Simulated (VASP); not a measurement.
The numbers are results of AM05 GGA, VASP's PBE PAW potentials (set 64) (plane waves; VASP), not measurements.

Input for VASP

INCAR:
```
! general
SYSTEM =TiO2
PREC   =Accurate
ENCUT  =520
LREAL  =F
LASPH  =T

! electronic loop
EDIFF  =1E-7
NELM   =100
ALGO   =Normal
LMAXMIX=4

! smearing
ISMEAR =0
SIGMA  =0.05

! functional
GGA    =AM

! ions
IBRION =2
NSW    =30
ISIF   =4
EDIFFG =-0.01

! output
LWAVE  =F
LCHARG =F
```

**POSCAR**
```
TiO2
1
   -1.9049616539     1.9049616539     4.8462640192
    1.9049616539    -1.9049616539     4.8462640192
    1.9049616539     1.9049616539    -4.8462640192
Ti O
2 4
Direct
  0.7500000000   0.2500000000   0.5000000000
  0.0000000000   0.0000000000   0.0000000000
  0.5430619172   0.0430619172   0.5000000000
  0.7930619172   0.7930619172   0.0000000000
  0.2069380828   0.2069380828   0.0000000000
  0.9569380828   0.4569380828   0.5000000000
```

KPOINTS:
```
kpoints
0
gamma
8 8 8
0 0 0
```

POTCAR, in this order: Ti_sv O (PBE.64 set). Program: vasp_std.

Q: What will the output report for the number of irreducible k-points (NKPTS), largest plane-wave count, number of space-group operations, FFT grid (NGX, NGY, NGZ)?

A: 
```json
{
  "number of irreducible k-points (NKPTS)": "59",
  "largest_plane_wave_count": "1908",
  "number_of_space_group_operations": "16",
  "FFT grid (NGX, NGY, NGZ)": "42 × 42 × 42"
}
```

The compound is TiO2 in the anatase structure, one of several forms; rutile is the usual stable one. This cell is one point of a volume scan, at 1.03 of the reference volume. Symmetry was kept, so distortions that lower it aren't found.
